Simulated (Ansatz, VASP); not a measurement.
# MgBe2 in two plane-wave programs, part 2 of 2

Aim: how closely do two programs agree when they are given the same cell, functional and k mesh? The cell is generated by rule, not measured, and may not be a known phase. The cell is taken from a series of runs on this material, whose earlier steps may have relaxed, scaled, displaced or heated it; both programs get it as it stands.

VASP 6.6.1 and Ansatz 0.2.0.

So far: The structure; VASP: zone-centre phonons, PBEsol.

The structure was built from a prototype and need not be the compound's stable phase.

### Step 3. Ansatz: zone-centre phonons, PBEsol

Level of this step: Ansatz beside VASP: Kohn-Sham DFT, plane waves, PBEsol (Ansatz).

Ansatz runs on its default PAW (the set named soft_2) files.

The same cell, functional, mesh and smearing now go to Ansatz, which takes its cutoff from its data sets.

Input file input.yaml:

```yaml
crystal:
  lattice:
    - [-1.3868309658, 1.3868309658, 4.7111559481]
    - [1.3868309658, -1.3868309658, 4.7111559481]
    - [1.3868309658, 1.3868309658, -4.7111559481]
  atoms:
    - { symbol: Be, position: [0.3015106231, 0.3015106231, 0.0] }
    - { symbol: Be, position: [0.6984893769, 0.6984893769, 0.0] }
    - { symbol: Mg, position: [0.0, 0.0, 0.0] }
kpoints:
  mp_grid: { grid: [20, 20, 20] }
hamiltonian:
  xc: pbesol
scf:
  occupations: { method: methfessel_paxton, width: 0.15 }
output:
  eigenvalues: true
phonons:
  method: dfpt
  qmesh: [2, 2, 2]
  temperatures: { t_max: 1000, t_step: 50 }
  qpath:
    path:
      - [[0.0, 0.0, 0.0], [0.0, 0.0, 0.5], [0.25, 0.25, 0.25], [0.0, 0.5, 0.0], [0.0, 0.0, 0.0], [0.5, 0.5, -0.5], [0.27166367, 0.72833633, -0.27166367]]
      - [[-0.27166367, 0.27166367, 0.27166367], [0.0, 0.0, 0.0]]
      - [[0.0, 0.0, 0.5], [-0.04332735, 0.04332735, 0.5]]
      - [[0.5, 0.5, -0.04332735], [0.5, 0.5, -0.5]]
    npoints: 10
```

Launch:

```sh
$ ansatz run input.yaml --threads 4 --pin off --max-ram 7168MiB --backend cpu --events-out ev --progress --plain --runs-dir out
```

Numbers of over 12 decimals in the logs are rounded to 6 here.

Output:

```text
Warning: phonons: the dynamical matrix that this run interpolates holds no multipole term above the dipole-dipole one, and a site of this crystal is no centre of inversion, so its interpolated transverse optical and acoustic branches and sound speeds can stay off near Gamma, and the density of states and the thermodynamics with them. What a run solves at a wave vector of phonons.qpoints, Gamma apart, where the deck admits one, is free of this, and under fd what a larger phonons.supercell samples
Engine: ansatz 0.2.0, aarch64-unknown-linux-gnu
Pseudopotentials: kind: paw
Pseudopotential: Be, paw, valence charge 2, recommended cutoff 420 eV (normal), Be.paw.azcp
Pseudopotential: Mg, paw, valence charge 10, recommended cutoff 420 eV (normal), Mg.paw.azcp
Functional definition: PBEsol
  exchange = pbesol_x
  correlation = pbesol_c
Crystal: 3 atoms, lattice volume = 36.244 Å³
Basis set: ecut = 420 eV, 739 PW (Γ), exchange–correlation on 72×72×72 points (8 copies of the dense FFT grid, shifted against one another)
Bands: 11, of which v1, the nominal top of the filled ones, is band 7 counted from 1 (6 counted from 0)
Symmetry: 16 space group operations
k-points: 641 of 8000
Non-local potential: Be, projectors of the file, l = 0: 2, l = 1: 2, l = 2: 1
Non-local potential: Mg, projectors of the file, l = 0: 3, l = 1: 2, l = 2: 1
PAW form: soft (Blöchl's): semilocal exchange-correlation on the pseudo side does not see the compensation charge
PAW frozen core: Be, regenerated for the run's functional, and the local potential with it (the file was generated under x = pbe(κ = 0.804, μ = 0.219515), c = pbe(β = 0.066725))
PAW frozen core: Mg, regenerated for the run's functional, and the local potential with it (the file was generated under x = pbe(κ = 0.804, μ = 0.219515), c = pbe(β = 0.066725))
PAW one-centre angular grid: Be, 110 points (default); XC on 64 Gauss nodes
PAW one-centre angular grid: Mg, 110 points (default); XC on 64 Gauss nodes
Initial density: superposition of atomic densities (neutral atoms: chi_scale 0, normalization atom), corrected by the library's trained network
Initial wavefunctions: pseudopotential atomic-orbital guess
Functional: x = pbesol(κ = 0.804, μ = 0.123457), c = pbesol(β = 0.046)
SCF iter   1: F=—  HF=-2091.824628 eV  |F-HF|=—  |Δ(HF+E_count)|=         —  Δρ=2.67e-3  dr2=2.00e-3  ethr=1.77e-3  ⟨swp⟩=5.3  Hψ=44436  notcnv=0
preconditioner: auto → none  [metal: Δε(μ)=0.011 eV  Ē_g=8.169 eV  σ=0.150 eV  W_gap=0.06  n_scr=2 (ndim 8)  ℏωp=15.1 eV  f_vac=0.000  D(μ)=0.53/eV (n_scr^D=2)  sad-step TF]
SCF iter   2: F=—  HF=-2091.823612 eV  |F-HF|=—  |Δ(HF+E_count)|=   1.02e-3  S|Δr|=    0.00e0  Δρ=1.45e-3  dr2=7.46e-4  ethr=1.43e-5  ⟨swp⟩=1.9  Hψ=15364  notcnv=0
SCF iter   3: F=—  HF=-2091.823351 eV  |F-HF|=—  |Δ(HF+E_count)|=   2.62e-4  S|Δr|=    0.00e0  Δρ=1.51e-4  dr2=8.81e-6  ethr=5.33e-6  ⟨swp⟩=2.7  Hψ=11702  notcnv=0
SCF iter   4: F=—  HF=-2091.823348 eV  |F-HF|=—  |Δ(HF+E_count)|=   2.78e-6  S|Δr|=    0.00e0  Δρ=5.41e-5  dr2=4.43e-6  ethr=6.29e-8  ⟨swp⟩=2.1  Hψ=11466  notcnv=0
SCF iter   5: F=—  HF=-2091.823348 eV  |F-HF|=—  |Δ(HF+E_count)|=   1.57e-7  S|Δr|=    0.00e0  Δρ=1.23e-5  dr2=3.80e-8  ethr=3.17e-8  ⟨swp⟩=1.9  Hψ=8186  notcnv=0
SCF iter   6: F=—  HF=-2091.823348 eV  |F-HF|=—  |Δ(HF+E_count)|=   7.48e-8  S|Δr|=    0.00e0  Δρ=2.73e-6  dr2=9.47e-10  ethr=2.71e-10  ⟨swp⟩=2.0  Hψ=10813  notcnv=0
SCF iter   7: F=-2091.823348 eV  HF=-2091.823348 eV  |F-HF|=1.09e-11  |Δ(HF+E_count)|=   1.10e-9  S|Δr|=    0.00e0  Δρ=1.97e-7  dr2=6.64e-12  ethr=1.00e-12  ⟨swp⟩=4.5  Hψ=32529  notcnv=0
SCF 1 converged in 7 iterations: F = -2091.823348 eV  dr2 = 6.64e-12
  greatest PAW one-centre occupation: 1.000 electrons in one spin orbital (limit 2), on the Mg atom at site 2 (counted from 0), in its partial waves of l = 0
Initial density: read from a saved state, or passed on in memory by an earlier SCF of this step, an earlier step, the calling program or the single point that the run made first
iter 1 solved again at ethr=8.95e-9 eV; its pass at ethr=3.10e-3 eV (dr2=1.25e-6 eV) is discarded
SCF iter   1: F=—  HF=-2091.823348 eV  |F-HF|=—  |Δ(HF+E_count)|=         —  Δρ=1.87e-7  dr2=6.51e-12  ethr=8.95e-9  ⟨swp⟩=3.6  Hψ=67046  notcnv=0
eigensolver tolerance schedule: the retry pair's looser diagonalisation over-reported the residual by 192435.44 of it (diagonalisation noise at 1.25 of the residual, at the tolerance the schedule requests for it); recorded, not acted on — ethr = c·dr2/N_el stays at c = 1.0e-1
preconditioner: auto → none  [metal: Δε(μ)=0.016 eV  Ē_g=8.168 eV  σ=0.150 eV  W_gap=0.09  n_scr=2 (ndim 8)  ℏωp=15.1 eV  f_vac=0.000  D(μ)=0.53/eV (n_scr^D=2)]
SCF iter   2: F=-2091.823348 eV  HF=-2091.823348 eV  |F-HF|=2.73e-12  |Δ(HF+E_count)|=   5.28e-9  S|Δr|=    0.00e0  Δρ=1.11e-7  dr2=2.96e-12  ethr=1.00e-12  ⟨swp⟩=4.7  Hψ=26863  notcnv=0
SCF 2 converged in 2 iterations: F = -2091.823348 eV  dr2 = 2.96e-12
phonons: the bands overlap, so this run is a metal and interpolates without the dipole-dipole term. If the crystal is really an insulator or semiconductor, its LO-TO splitting is missing
NSCF: frozen V_eff on 641 k-points
NSCF: frozen V_eff on 1166 k-points
DFPT response loops at q = (0, 0, 0) (fractional): preconditioner auto → Kerker (q_TF=auto, 2.328 Å⁻¹) (partly filled bands, converged f_vac=0.000); β = 1.00, the filter's whole step (`scf.mixing.beta` (0.50) is not read by the response loops under this deck's `scf.mixing.preconditioner`; to damp them name `kerker` or `kerker_dos`, under which they read `scf.mixing.beta`, and type it under 1.00, their step now; both keys bind the ground state too); Broyden in place of MSR1
NSCF: frozen V_eff on 4224 k-points
DFPT response loops at q = (0, 0, -0.5) (fractional): mixed as the last ones told, above
NSCF: frozen V_eff on 4224 k-points
DFPT response loops at q = (0, -0.5, 0) (fractional): mixed as the last ones told, above
NSCF: frozen V_eff on 2332 k-points
DFPT response loops at q = (-0.5, -0.5, -0.5) (fractional): mixed as the last ones told, above
SCF converged after 7 iterations
Stability not checked: this state was not tested for a lower state beside it, because cold or Methfessel-Paxton smearing, or corrected tetrahedra, fill the levels in a way that the test cannot read (fill_not_monotonic; see scf.lower_state_search)
Free energy (F): -2091.823348 eV
Harris-Foulkes:  -2091.823348 eV  (|F-HF|=1.09e-11)
Internal energy: -2091.824058 eV  (E = F + TS)
E sigma→0 (E₀):  -2091.823525 eV
Entropy (-TS):   0.000710 eV (0.237 meV/atom)
Fermi energy:    7.247060 eV
--- Per-component energies (eV) ---
  E_band       = -326.671799
  E_kinetic    = 114.551654
  E_local      = -1716.523377  (includes V_loc(G=0)·N_el)
  E_nonlocal   = 104.908277
  E_hartree    = 637.902115
  E_xc         = -66.986943
  E_vxc        = -77.630749  (∫ρ·V_xc dr)
  E_paw        = -394.790338  (= ΣΔE_a)
  E_vpaw       = -27.781762  (= ΣTr[D̂ρ^β])
  E_aug_tail   = -0.000003  (compensation charges beyond the density's cutoff)
  E_ewald      = -770.963369
  E_core_change = 0.077925  (= ΣΔE_core)
  E_smearing   = 0.000710  (= −TS)
  E_closure    = -0.000000  (closes the sum)
  Σ components = -2091.823348   (vs F -2091.823348, Δ=0.00e0)
--- Band table (eV; the first three rows and the last of 641) ---
  k-point 0: bands = [... 3 lower, -35.0123, -2.1458, 3.4601, 4.1044, 11.9099, 11.9099, 16.7557, 17.2819]
  k-point 1: bands = [... 3 lower, -35.0140, -2.0636, 3.5376, 4.1819, 11.4196, 11.8050, 15.4356, 16.7066]
  k-point 2: bands = [... 3 lower, -35.0190, -1.8176, 3.7700, 4.4125, 10.3588, 11.5282, 14.0211, 15.6652]
  k-point 640: bands = [... 3 lower, -35.0123, -1.0629, -0.1746, 9.9741, 11.7292, 11.7292, 11.8205, 15.4962]
--- Phonons (Γ-DFPT): 4 representative perturbations + reference (Σ response iterations 11) ---
  ASR residual: 1.188e-4 → 0.000e0 eV/Å²; symmetrization residual: 9.813e-7 eV/Å²
  ASR residual per site (eV/Å²): 3.76e-5 3.76e-5 1.19e-4
  Γ frequencies (cm⁻¹): 0.00 0.00 0.00 269.08 269.08 357.88 497.45 562.23 562.23
--- Phonons (arbitrary-q DFPT): 4 irreducible q on the 2×2×2 mesh ---
  q = [0.0000, 0.0000, 0.0000] (star 1, of the zone-centre solve; hermiticity 3.31e-7, symmetrization 4.84e-14): 0.00 0.00 0.00 269.08 269.08 357.88 497.45 562.23 562.23
  q = [0.0000, 0.0000, -0.5000] (star 2, 4 solved perturbations in 6556 linear systems a pass and spin channel, the states on 2112 of 8000 k-point pairs; hermiticity 1.11e-7, symmetrization 4.49e-13): -205.15 -194.55 202.87 350.51 365.60 394.78 406.49 522.15 528.00
  q = [0.0000, -0.5000, 0.0000] (star 4, 6 solved perturbations on 2112 of 8000 k-point pairs; hermiticity 1.32e-7, symmetrization 2.32e-9): -71.14 134.60 183.05 236.58 365.72 470.17 479.21 488.99 495.83
  q = [-0.5000, -0.5000, -0.5000] (star 1, 4 solved perturbations in 3614 linear systems a pass and spin channel, the states on 1166 of 8000 k-point pairs; hermiticity 2.24e-7, symmetrization 7.95e-13): 168.86 168.86 218.42 218.42 224.74 267.07 402.54 567.24 567.24
  sum rule: each row above includes the acoustic sum rule's correction from the zone centre's row sums; it moved no ω² by more than (1.15 cm⁻¹)²
  mesh force constants: q→R imaginary residual 6.98e-18; ASR residual 1.188e-4 → 0.000e0 eV/Å²; symmetrization residual 2.442e-15 eV/Å²
  interpolated dispersion: 94 rows × 9 modes
  density of states and harmonic sums: on the 24×24×32 q-mesh, interpolated from the force constants of a 2×2×2 supercell (no non-analytic term)
  largest difference from the sums on the solved wave vectors: F 1.15e-1 eV, S 1.74e-4 and C_V 5.99e-5 eV/K
  zero-point energy: 0.176271 eV/cell   skipped modes (ω ≤ 0): 2671, of them read as no rigid motion or as one in doubt: 2668 (6.889e-1 modes/cell left out, lowest -205.15 cm⁻¹)   left out of the sums: 7.66e-2 of the cell's modes: C_V's classical limit lies that fraction below 3 k_B per atom; for a crystal, a wire or a layer, F and S can be off by more, and a phonons.interpolated_qmesh denser along its periods is the remedy for the sampling
```

### Step 4. Differences

Known differences besides the potentials themselves: VASP's run holds the zone centre alone; the data sets hold 14 valence electrons in Ansatz (on its default PAW (the set named soft_2) files) and 6 in VASP; the cutoff is 420 eV in Ansatz and 600 eV in VASP; Ansatz makes its cores anew for this functional, VASP keeps those of its PBE data sets. Total energies have different zeros and are not compared.

The two programs side by side:

```tsv
quantity	Ansatz	VASP	difference
optical mode 1 to 2 (cm⁻¹)	269.1	270.3	-0.46 %
optical mode 3 (cm⁻¹)	357.9	359.7	-0.50 %
optical mode 4 (cm⁻¹)	497.4	498.5	-0.21 %
optical mode 5 to 6 (cm⁻¹)	562.2	564.8	-0.45 %
```

Modes are paired by rising frequency, not by their patterns, so a pair may set unlike modes beside each other; they are those without the splitting of longitudinal modes.

### Step 5. Summary of results

```json
{
  "r.m.s. difference of the optical zone-centre modes, each program's sorted by frequency (zone-centre phonons, PBEsol)": "1.8 cm⁻¹"
}
```

The r.m.s. difference of the optical zone-centre modes, each program's sorted by frequency is 1.8 cm⁻¹ (zone-centre phonons, PBEsol). The data sets hold unlike numbers of valence electrons (14 in Ansatz and 6 in VASP), so part of the differences comes from the potentials. How closely two codes agree says nothing of how well the functional describes the real material.

[Lines on the potential files, build, host, timing and source positions are cut from VASP's logs without a mark.]

[Logs are printed without paths, hosts, clocks, repeated set-up lines and the standing remarks that a program may print on its own settings, such as how far it seeks lower states.]

[Hosts, paths, dates, database ids (printed as entryN), source tags and the programs' standing remarks are cut or masked in the printed files.]
